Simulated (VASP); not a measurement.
VASP input:

INCAR:
```
SYSTEM = BaF2
PREC = Accurate
ENCUT = 620
EDIFF = 1E-6
NELM = 100
ALGO = Normal
LREAL = .FALSE.
LASPH = .TRUE.
ISMEAR = 0
SIGMA = 0.05
LMAXMIX = 4
LWAVE = .FALSE.
LCHARG = .FALSE.
IBRION = 2
ISIF = 3
NSW = 40
EDIFFG = -0.02
PSTRESS = 50
```

### KPOINTS
```
Regular mesh
0
gamma
  6 6 6
0 0 0
```

File POSCAR:
```
BaF2
1
    0.0000000000     3.0425453420     3.0425453420
    3.0425453420     0.0000000000     3.0425453420
    3.0425453420     3.0425453420     0.0000000000
Ba F
1 2
Direct
  0.0000000000   0.0000000000   0.0000000000
  0.2500000000   0.2500000000   0.2500000000
  0.7500000000   0.7500000000   0.7500000000
```

POTCAR, in this order: Ba_sv F (LDA.64 set). Program: vasp_std.

**Question.** Translate this LDA calculation to Quantum ESPRESSO's pw.x.

**Answer.** One equivalent input (not run):
```
&CONTROL
  calculation = 'vc-relax'
  pseudo_dir = './pseudo'
  outdir = './out'
  tprnfor = .true.
  tstress = .true.
  nstep = 40
  forc_conv_thr = 0.00078
/
&SYSTEM
  ibrav = 0
  nat = 3
  ntyp = 2
  ecutwfc = 84
  occupations = 'smearing'
  smearing = 'gaussian'
  degauss = 0.003675
  input_dft = 'pz'
/
&ELECTRONS
  conv_thr = 7.3e-08
  electron_maxstep = 100
/
&IONS
/
&CELL
  press = 50
/
ATOMIC_SPECIES
  Ba 137.327 Ba.upf
  F 18.998 F.upf
CELL_PARAMETERS angstrom
     0.0000000    3.0425453    3.0425453
     3.0425453    0.0000000    3.0425453
     3.0425453    3.0425453    0.0000000
ATOMIC_POSITIONS crystal
  Ba   0.0000000  0.0000000  0.0000000
  F    0.2500000  0.2500000  0.2500000
  F    0.7500000  0.7500000  0.7500000
K_POINTS automatic
  6 6 6 0 0 0
```
Limits of the translation: the potentials are each code's own (VASP's PAW set, PseudoDojo norm-conserving files in pw.x), so ENCUT and ecutwfc are chosen apart and not converted; conv_thr bounds pw.x's estimated SCF error, while EDIFF bounds the energy change between steps; forc_conv_thr acts on force components and is met together with etot_conv_thr.

The compound is BaF2 in the fluorite structure. This run relaxes it under an external pressure of 5 GPa. Symmetry was kept, so distortions that lower it aren't found.
